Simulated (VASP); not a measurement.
Runs of VASP 6.6.1 on LiMg4. All rows change the cell; the cell of one of them follows. It takes space group Im-3m (No. 229, cubic). The conventional cell has a = 5.505 Å, b = 5.505 Å, c = 5.505 Å, α = 90.00°, β = 90.00°, γ = 90.00°. Around Li (site symmetry m-3m) lie 8 Mg at 2.38 Å. Around Mg (site symmetry -3m) lie 2 Li at 2.38 Å. The cell was built by a generator and needn't be a form met in nature.

```tsv
task	cell	k mesh	cutoff (eV)	k mesh for the DOS	occupations for the DOS	mesh quality	gap on the mesh (eV)	pressure (GPa)	relaxed volume (Å³/atom)
relaxation of cell and atoms	relaxed from: random cell by space group and Wyckoff sites (Im-3m, No. 229)	4 × 4 × 4	600	-	-	coarse	none	-0.1	(a)
relaxation of cell and atoms	relaxed from: random cell by space group and Wyckoff sites (Im-3m, No. 229)	8 × 8 × 8	600	-	-	not flagged	none	0.0	25.96
single point	random cell by space group and Wyckoff sites (Im-3m, No. 229)	8 × 8 × 8	520	-	-	not flagged	none	-	-
single point	random cell by space group and Wyckoff sites (Im-3m, No. 229)	4 × 4 × 4	520	-	-	not flagged	none	-	-
```

Alike in all rows: level PBE; potentials or basis VASP PAW PBE potentials, release 64 (Li_sv, Mg); no spin polarisation; smearing gaussian 0.1 eV.

Task: Estimate the missing entries.

Result: (a) 26.16.

Caveats: some runs use coarse meshes; the cutoff is under 1.25 times the usual one of these potentials, so pressure, stress and relaxed cells hold a basis-set (Pulay) error; the volume moved by over 15 % at a fixed basis, so the end points are rough (some runs).

A gap of «none» marks a metal or a gap under the smearing width.
